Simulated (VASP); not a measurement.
# Zr2Ir with PBEsol: from relaxation to properties, part 3 of 5

What structure and properties does PBEsol give Zr2Ir, and how near are they to the measured ones? The start is a computed cell from the Materials Project.

VASP 6.6.1; PBEsol; plane waves and PAW (Zr_sv, Ir).

So far. Step 3 (Second relaxation): It ends with a largest force of 0.001 eV/Å and a pressure of -0.05 GPa. The volume moved by under 0.01 %: the run met its threshold at the first step. Step 4 (Single point with fields (PBEsol)): In this run the pressure is -0.05 GPa, small enough to go on. The relaxed cell has a = 6.460, c = 5.667 Å (conventional setting).

### 5. Band structure (PBEsol)

The mesh alone shows little of the dispersion and can miss band extrema, so KPOINTS_OPT adds a path through the symmetry points after the self-consistent cycle.

Input file INCAR:

```
SYSTEM = Zr2Ir
PREC = Accurate
ENCUT = 400
EDIFF = 1E-06
NELM = 100
ISMEAR = 1
SIGMA = 0.2
LREAL = .FALSE.
ALGO = Normal
GGA = PS
NBANDS = 50
LASPH = .TRUE.
LORBIT = 11
LWAVE = .FALSE.
LCHARG = .FALSE.
KPAR = 4
```

Input file POSCAR:

```
Zr2Ir
1.0
   -3.2299631517      3.2299631517      2.8333334384
    3.2299631517     -3.2299631517      2.8333334384
    3.2299631517      3.2299631517     -2.8333334384
Zr Ir
4 2
Direct
    0.6702729772      0.1702729772      0.8405459545
    0.3297270228      0.8297270228      0.1594540455
    0.8297270228      0.6702729772      0.5000000000
    0.1702729772      0.3297270228      0.5000000000
    0.7500000000      0.7500000000      0.0000000000
    0.2500000000      0.2500000000      0.0000000000
```

Input file KPOINTS:

```
Automatic mesh
0
Gamma
5 5 5
0 0 0
```

Input file KPOINTS_OPT:

```
Line mode
16
Line-mode
Reciprocal
  0.00000000   0.00000000   0.00000000 GAMMA
  0.00000000   0.00000000   0.50000000 X

  0.00000000   0.00000000   0.50000000 X
 -0.50000000   0.50000000   0.50000000 M

 -0.50000000   0.50000000   0.50000000 M
  0.00000000   0.00000000   0.00000000 GAMMA

  0.00000000   0.00000000   0.00000000 GAMMA
  0.44237129   0.44237129  -0.44237129 Z

  0.44237129   0.44237129  -0.44237129 Z
  0.25000000   0.25000000   0.25000000 P

  0.25000000   0.25000000   0.25000000 P
  0.00000000   0.50000000   0.00000000 N

  0.00000000   0.50000000   0.00000000 N
 -0.44237129   0.55762871   0.44237129 Z1

 -0.44237129   0.55762871   0.44237129 Z1
 -0.50000000   0.50000000   0.50000000 M

  0.00000000   0.00000000   0.50000000 X
  0.25000000   0.25000000   0.25000000 P
```

Potentials, in the order of the species: Zr_sv and Ir (PBE family, release 64).

Run with:

```bash
> mpirun -np 4 vasp_std
```

The log of the run:

```text
[... set-up lines as in an earlier step ...]
 entering main loop
       N       E                     dE             d eps       ncg     rms          rms(c)
DAV:   1     0.607410578991E+03    0.60741E+03   -0.27925E+04  1800   0.109E+03
DAV:   2    -0.827174653417E+01   -0.61568E+03   -0.57702E+03  1836   0.373E+02
DAV:   3    -0.570620185645E+02   -0.48790E+02   -0.46820E+02  2696   0.912E+01
DAV:   4    -0.627999865527E+02   -0.57380E+01   -0.56849E+01  2838   0.253E+01
DAV:   5    -0.630055863247E+02   -0.20560E+00   -0.20543E+00  2622   0.461E+00    0.295E+01
DAV:   6    -0.605646503774E+02    0.24409E+01   -0.31689E+00  1936   0.914E+00    0.119E+01
DAV:   7    -0.600528453401E+02    0.51181E+00   -0.23120E+00  2736   0.786E+00    0.218E+00
DAV:   8    -0.600387124234E+02    0.14133E-01   -0.17615E-01  2642   0.214E+00    0.158E+00
DAV:   9    -0.600335340737E+02    0.51783E-02   -0.47295E-02  2480   0.146E+00    0.355E-01
DAV:  10    -0.600334349283E+02    0.99145E-04   -0.32134E-03  2522   0.365E-01    0.636E-02
DAV:  11    -0.600334102035E+02    0.24725E-04   -0.23423E-04  2466   0.665E-02    0.324E-02
DAV:  12    -0.600334111261E+02   -0.92264E-06   -0.22678E-05  2498   0.242E-02    0.722E-03
DAV:  13    -0.600334099453E+02    0.11808E-05   -0.13047E-06  1276   0.764E-03    0.225E-03
DAV:  14    -0.600334096547E+02    0.29058E-06   -0.27001E-07  1020   0.336E-03
   1 F= -.60033410E+02 E0= -.60033029E+02  d E =-.114253E-02
 Start KPOINTS_OPT (optional k-point list driver)
k-point batch [1-18\144]
       N       E                     dE             ncg
DAV:   1     0.278422671147E+04   -0.97250E+04     1800
DAV:   2    -0.819320377286E+04   -0.10977E+05     1856
DAV:   3    -0.906955936196E+04   -0.87636E+03     2774
DAV:   4    -0.915615672961E+04   -0.86597E+02     2792
DAV:   5    -0.916087195289E+04   -0.47152E+01     2760
DAV:   6    -0.916094320052E+04   -0.71248E-01     2776
DAV:   7    -0.916094515466E+04   -0.19541E-02     2608
DAV:   8    -0.916094525695E+04   -0.10228E-03     2592
DAV:   9    -0.916094526112E+04   -0.41712E-05     1864
DAV:  10    -0.916094526137E+04   -0.25609E-06     1488
[...]
k-point batch [127-144\144]
       N       E                     dE             ncg
DAV:   1     0.291806551911E+04   -0.23099E+05     1800
DAV:   2    -0.821153331055E+04   -0.11130E+05     1876
DAV:   3    -0.912745676636E+04   -0.91592E+03     2888
DAV:   4    -0.920973832465E+04   -0.82282E+02     2708
DAV:   5    -0.921389209805E+04   -0.41538E+01     2702
DAV:   6    -0.921396129741E+04   -0.69199E-01     2674
DAV:   7    -0.921396389474E+04   -0.25973E-02     2582
DAV:   8    -0.921396399687E+04   -0.10213E-03     2510
DAV:   9    -0.921396400155E+04   -0.46832E-05     1846
DAV:  10    -0.921396400180E+04   -0.25152E-06     1332
```

Run time: 2.7 min. Hardware: 4 MPI ranks of AMD EPYC 7R43, shared host; peak memory 1 GiB.

OUTCAR, selected parts (step 5):

```text
   k-points           NKPTS =     18   k-points in BZ     NKDIM =     18   number of bands    NBANDS=     50

   NELECT =      66.0000    total number of electrons

 E-fermi :   9.2387

 k-point     1 :       0.0000    0.0000    0.0000
  band No.  band energies     occupation
    ...
     27       7.2665      2.00000
     28       7.9374      2.00000
     29       8.5527      2.00001
     30       8.5527      2.00001
     31       8.9653      2.06583
     32       9.7038     -0.00487
     33       9.7038     -0.00487
     34       9.7245     -0.00316
     35       9.7245     -0.00316
     36       9.7389     -0.00230
    ...

  Total       -0.0299727     -0.0299727     -0.0417167      0.0000000      0.0000000      0.0000000
  in kB       -0.4061478     -0.4061478     -0.5652857      0.0000000      0.0000000      0.0000000
  external PRESSURE =      -0.4591938 kB  Pullay stress =       0.0000000 kB

 POSITION                                       TOTAL-FORCE (eV/Angst)
 -----------------------------------------------------------------------------------
      1.09995      4.32991     -0.00000        -0.000263     -0.000263     -0.000000
      2.13001     -1.09995      2.83333         0.000263      0.000263      0.000000
      1.09995      2.13001      2.83333        -0.000263      0.000263      0.000000
      2.13001      1.09995      0.00000         0.000263     -0.000263     -0.000000
      0.00000      0.00000      4.25000        -0.000000      0.000000      0.000000
      0.00000      0.00000      1.41667        -0.000000      0.000000      0.000000
 -----------------------------------------------------------------------------------
    total drift:                                0.000000      0.000000     -0.000000

  FREE ENERGIE OF THE ION-ELECTRON SYSTEM (eV)
  ---------------------------------------------------
  free  energy   TOTEN  =       -60.0334096547 eV

  energy  without entropy=      -60.0322671207  energy(sigma->0) =      -60.03302881

[... 12 parts as in an earlier step ...]

[... 4 further parts left out ...]
```

Spin-orbit coupling is off here; with elements this heavy it splits and shifts levels by tenths of an eV or more.

Numbers from this step:

- bands: 50
- pressure: -0.04592 GPa

The electronic bands at the labelled points (eV, zero at the Fermi level; # counts the bands kept, so #1 is VASP's band 17):

```csv
point,#14,#15,#16,#17,#18,#19,#20,#21
Γ,-0.69,-0.27,0.47,0.47,0.49,0.49,0.50,0.76
0.47 of the way,-0.66,-0.36,-0.03,0.02,0.13,0.34,0.57,0.91
X,-0.83,-0.56,-0.48,0.23,0.26,0.40,0.50,0.66
0.47 of the way,-0.86,-0.64,-0.63,-0.38,0.02,0.41,0.93,1.14
M,-1.83,-0.34,-0.21,-0.21,-0.16,-0.14,1.46,1.46
0.47 of the way,-1.40,-0.67,-0.52,0.15,0.20,0.24,0.61,0.85
Γ,-0.69,-0.27,0.47,0.47,0.49,0.49,0.50,0.76
0.47 of the way,-1.51,-1.44,-0.51,-0.28,-0.28,1.16,1.16,1.42
Z,-1.91,-0.63,-0.25,-0.25,-0.16,0.04,1.55,1.55
0.47 of the way,-1.27,-1.08,-0.66,-0.32,0.11,0.79,1.11,1.24
P,-2.27,-0.14,-0.14,-0.02,-0.02,0.42,0.42,1.29
0.47 of the way,-1.89,-0.41,-0.41,0.04,0.04,0.66,0.66,1.35
N,-1.66,-0.34,-0.34,-0.06,-0.06,0.66,0.66,1.44
0.47 of the way,-1.67,-0.91,-0.77,-0.31,0.37,0.38,1.07,1.65
Z1,-1.91,-0.63,-0.25,-0.25,-0.16,0.04,1.55,1.55
0.47 of the way,-1.85,-0.45,-0.22,-0.22,-0.15,-0.08,1.50,1.50
M,-1.83,-0.34,-0.21,-0.21,-0.16,-0.14,1.46,1.46
jump to X,-0.83,-0.56,-0.48,0.23,0.26,0.40,0.50,0.66
0.47 of the way,-1.36,-0.46,-0.44,0.18,0.33,0.34,0.49,0.82
P,-2.27,-0.14,-0.14,-0.02,-0.02,0.42,0.42,1.29
```

Of the projections kept (Zr, Ir), the largest for each band there; the rest of the weight can lie on other orbitals:

```csv
point,#14,#15,#16,#17,#18,#19,#20,#21
Γ,Zr 0.90,Ir 0.54,Zr 0.67,Zr 0.67,Zr 0.60,Zr 0.60,Zr 0.83,Ir 0.58
X,Zr 0.54,Zr 0.76,Ir 0.60,Zr 0.85,Zr 0.57,Zr 0.56,Zr 0.89,Zr 0.72
M,Ir 0.72,Zr 0.79,Ir 0.60,Ir 0.60,Zr 0.99,Zr 0.89,Zr 0.83,Zr 0.83
Γ,Zr 0.90,Ir 0.54,Zr 0.67,Zr 0.67,Zr 0.60,Zr 0.60,Zr 0.83,Ir 0.58
Z,Ir 0.74,Zr 0.76,Zr 0.50,Zr 0.50,Zr 0.84,Zr 0.96,Zr 0.83,Zr 0.83
P,Zr 0.69,Zr 0.89,Zr 0.89,Zr 0.75,Zr 0.75,Zr 0.69,Zr 0.69,Zr 0.66
```

There is no gap at this level.

### 6. Total and projected DOS (PBEsol)

Here the states are counted by energy and projected on the atoms. The mesh is finer than in the run before.

Changes to INCAR since step 5:

```diff
@@ -5,3 +5,3 @@
 NELM = 100
-ISMEAR = 1
+ISMEAR = -5
 SIGMA = 0.2
@@ -16 +16,2 @@
 KPAR = 4
+NEDOS = 2001
```

POSCAR is that of step 5.

Input file KPOINTS:

```
Automatic mesh
0
Gamma
8 8 8
0 0 0
```

Run with:

```bash
> mpirun -np 4 vasp_std
```

The log of the run:

```text
[... set-up lines as in an earlier step ...]
 entering main loop
       N       E                     dE             d eps       ncg     rms          rms(c)
DAV:   1     0.603806923495E+03    0.60381E+03   -0.27992E+04  5900   0.109E+03
DAV:   2    -0.852144321999E+01   -0.61233E+03   -0.57467E+03  6056   0.372E+02
DAV:   3    -0.572117611719E+02   -0.48690E+02   -0.46722E+02  8896   0.902E+01
DAV:   4    -0.627776430092E+02   -0.55659E+01   -0.55114E+01  9312   0.250E+01
DAV:   5    -0.629925446230E+02   -0.21490E+00   -0.21502E+00  8590   0.468E+00    0.295E+01
DAV:   6    -0.605452880866E+02    0.24473E+01   -0.31790E+00  6292   0.913E+00    0.120E+01
DAV:   7    -0.600467064498E+02    0.49858E+00   -0.23649E+00  8860   0.811E+00    0.229E+00
DAV:   8    -0.600217461150E+02    0.24960E-01   -0.20636E-01  8636   0.237E+00    0.163E+00
DAV:   9    -0.600162549830E+02    0.54911E-02   -0.46513E-02  7900   0.143E+00    0.369E-01
DAV:  10    -0.600162263370E+02    0.28646E-04   -0.34803E-03  8208   0.358E-01    0.586E-02
DAV:  11    -0.600162247343E+02    0.16027E-05   -0.26631E-04  8326   0.636E-02    0.335E-02
DAV:  12    -0.600162347689E+02   -0.10035E-04   -0.88243E-05  7480   0.289E-02    0.206E-02
DAV:  13    -0.600162336091E+02    0.11597E-05   -0.75142E-06  6704   0.167E-02    0.798E-03
DAV:  14    -0.600162318737E+02    0.17355E-05   -0.22842E-06  3512   0.789E-03    0.134E-02
DAV:  15    -0.600162324285E+02   -0.55480E-06   -0.18922E-05  3222   0.577E-03    0.559E-03
DAV:  16    -0.600162318564E+02    0.57205E-06   -0.10094E-07  3192   0.216E-03
   1 F= -.60016232E+02 E0= -.60016232E+02  d E =0.000000E+00
 -----------------------------------------------------------------------------
|                                                                             |
|           W    W    AA    RRRRR   N    N  II  N    N   GGGG   !!!           |
|           W    W   A  A   R    R  NN   N  II  NN   N  G    G  !!!           |
|           W    W  A    A  R    R  N N  N  II  N N  N  G       !!!           |
|           W WW W  AAAAAA  RRRRR   N  N N  II  N  N N  G  GGG   !            |
|           WW  WW  A    A  R   R   N   NN  II  N   NN  G    G                |
|           W    W  A    A  R    R  N    N  II  N    N   GGGG   !!!           |
|                                                                             |
|     Tetrahedron method does not include variations of the Fermi             |
|     occupations, so forces and stress will be inaccurate. We suggest        |
|     using a different smearing scheme ISMEAR = 1 or 2 for metals in         |
|     relaxations.                                                            |
|                                                                             |
 -----------------------------------------------------------------------------
```

The job ended after 90 s (4 MPI ranks; peak memory 1.2 GiB).

Parts of OUTCAR (step 6):

```text
   k-points           NKPTS =     59   k-points in BZ     NKDIM =     59   number of bands    NBANDS=     50

   NELECT =      66.0000    total number of electrons

 E-fermi :   9.2649

 k-point     1 :       0.0000    0.0000    0.0000
  band No.  band energies     occupation
    ...
     27       7.2644      2.00000
     28       7.9374      2.00000
     29       8.5547      2.00000
     30       8.5547      2.00000
     31       8.9661      2.00000
     32       9.7086     -0.49147
     33       9.7086     -0.46117
     34       9.7242      0.00000
     35       9.7242      0.00000
     36       9.7399      0.00000
    ...

  Total       -0.1366289     -0.1366289      0.0654685      0.0000000      0.0000000      0.0000000
  in kB       -1.8514002     -1.8514002      0.8871357      0.0000000      0.0000000      0.0000000
  external PRESSURE =      -0.9385549 kB  Pullay stress =       0.0000000 kB

 POSITION                                       TOTAL-FORCE (eV/Angst)
 -----------------------------------------------------------------------------------
      1.09995      4.32991     -0.00000        -0.018655     -0.018655      0.000000
      2.13001     -1.09995      2.83333         0.018655      0.018655     -0.000000
      1.09995      2.13001      2.83333        -0.018655      0.018655      0.000000
      2.13001      1.09995      0.00000         0.018655     -0.018655      0.000000
      0.00000      0.00000      4.25000         0.000000     -0.000000      0.000000
      0.00000      0.00000      1.41667        -0.000000     -0.000000      0.000000
 -----------------------------------------------------------------------------------
    total drift:                                0.000000      0.000000     -0.000000

  FREE ENERGIE OF THE ION-ELECTRON SYSTEM (eV)
  ---------------------------------------------------
  free  energy   TOTEN  =       -60.0162318564 eV

  energy  without entropy=      -60.0162318564  energy(sigma->0) =      -60.01623186

[... 7 parts as in an earlier step ...]

[... 9 further parts left out ...]
```

With tetrahedra the forces and stress of a metal are not exact derivatives of the energy.

Numbers from this step:

| Item | Value |
| --- | --- |
| electronic steps | 16 |
| irreducible k points | 59 |
| free energy (TOTEN) | -60.0162 eV |
| Fermi energy | 9.265 eV |
| pressure | -0.09386 GPa |
| DOS at the Fermi level | 7.957 states/eV/cell |

The density of states has structure finer than the step of the table below, so its rows give means over 0.5 eV, whole bins alone (the curve runs from -12.0 to 1.53 eV). Peaks (eV: height): total -3.70: 14.2, -3.15: 12.9, -0.49: 9.36, 0.06: 9.00; Ir d -3.70: 8.02, -3.15: 8.31, -2.79: 4.55, -1.87: 3.76; Zr d -0.49: 3.95, 0.06: 4.03, 0.52: 3.52, 1.35: 4.67; Ir p -2.79: 0.266, -0.49: 0.780, 0.06: 0.512, 0.80: 0.729; Zr p -3.70: 0.270, -0.67: 0.249, 0.06: 0.241, 0.80: 0.287.

States under -12.0 eV and over 1.5 eV are left out. Density of states against energy, zero at the Fermi level; means over each step; values in states/eV/cell:

```csv
energy (eV),total,Ir d,Zr d,Ir p,Zr p,Ir s,Zr s
-8.0,0,0,0,0,0,0,0
-7.5,0.0422,0.00279,0.00116,1.8e-4,2.7e-4,0.0166,0.00572
-7.0,0.388,0.0331,0.0132,0.00374,0.00519,0.152,0.0464
-6.5,0.882,0.121,0.0401,0.0130,0.0203,0.339,0.0771
-6.0,1.20,0.204,0.0655,0.0273,0.0342,0.441,0.0820
-5.5,1.15,0.148,0.0817,0.0448,0.0335,0.401,0.0852
-5.0,2.28,0.847,0.248,0.0517,0.0312,0.307,0.155
-4.5,6.94,3.40,0.901,0.0898,0.0769,0.518,0.308
-4.0,7.93,4.20,1.03,0.138,0.107,0.272,0.312
-3.5,10.5,6.24,1.29,0.133,0.216,0.215,0.159
-3.0,7.75,4.88,0.864,0.167,0.149,0.132,0.0937
-2.5,4.42,2.52,0.490,0.192,0.0949,0.111,0.0979
-2.0,5.92,2.81,1.06,0.237,0.109,0.104,0.147
-1.5,4.39,1.36,1.06,0.230,0.114,0.0761,0.130
-1.0,3.30,0.373,1.21,0.276,0.0957,0.0344,0.0774
-0.5,7.70,0.805,3.22,0.610,0.206,0.0481,0.0812
0.0,6.99,0.850,3.06,0.422,0.198,0.0255,0.0482
0.5,5.85,0.615,2.62,0.416,0.209,0.0121,0.0353
1.0,5.06,0.600,2.36,0.384,0.156,0.0127,0.0285
```

The finer mesh and the other smearing move the Fermi level by +0.03 eV from the 5×5×5 run, a small shift, which tests the Fermi level alone. Of the states within 0.3 eV of the Fermi level, the largest shares in the PAW spheres are Zr d 44 %, Ir d 12 % and Ir p 6 %. The rest lies in smaller channels or between the spheres.

[end of part 3 of 5]

[Lines on the potential files, build, host, timing and source positions are cut from VASP's logs without a mark.]

[Logs are printed without paths, hosts, clocks, repeated set-up lines and the standing remarks that a program may print on its own settings, such as how far it seeks lower states.]

[Hosts, paths, dates, database ids (printed as entryN), source tags and the programs' standing remarks are cut or masked in the printed files.]

[A measured line is paired with the nearest computed mode of its activity, which favours agreement.]
